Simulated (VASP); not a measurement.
Consider the following.

```
CELL_PARAMETERS angstrom
      1.83569    -3.17951     0.00000
      1.83569     3.17951     0.00000
      0.00000     0.00000     5.60365
ATOMIC_POSITIONS crystal
  Tb 0.33333 0.66667 0.25000
  Tb 0.66667 0.33333 0.75000
```

These are r2SCAN meta-GGA, VASP's PBE PAW potentials (set 64) (plane waves; VASP) values and carry that method's errors. Numerical set-up: 480 eV cut-off, 10×10×6 Γ-centred mesh, first-order Methfessel-Paxton smearing of 0.10 eV, potentials Tb_3.

The 4f electrons are frozen in the core of the lanthanide potential, so 4f levels, which can set the real gap, and their magnetism are missing.

Each relaxation starts from this cell; other phases were not tried.

Problem. The cell is relaxed at 2 GPa. What happens?

Solution. The volume per atom goes from 32.71 to 31.24 Å³ (-4.5 %), and the cell becomes a = 3.6158 Å, b = 3.6158 Å, c = 5.5188 Å, α = 90.00°, β = 90.00°, γ = 120.00°, space group P6_3/mmc.

Problem. The cell is relaxed at 5 GPa. What happens?

Solution. The volume per atom goes from 32.71 to 29.39 Å³ (-10.1 %), and the cell becomes a = b = 3.535 Å, c = 5.431 Å, α = β = 90.00°, γ = 120.00°, space group P6_3/mmc.

Failed runs are left out, and for metals the shear rows, which the mesh's noise covers.

The compound is Tb in the hcp structure.
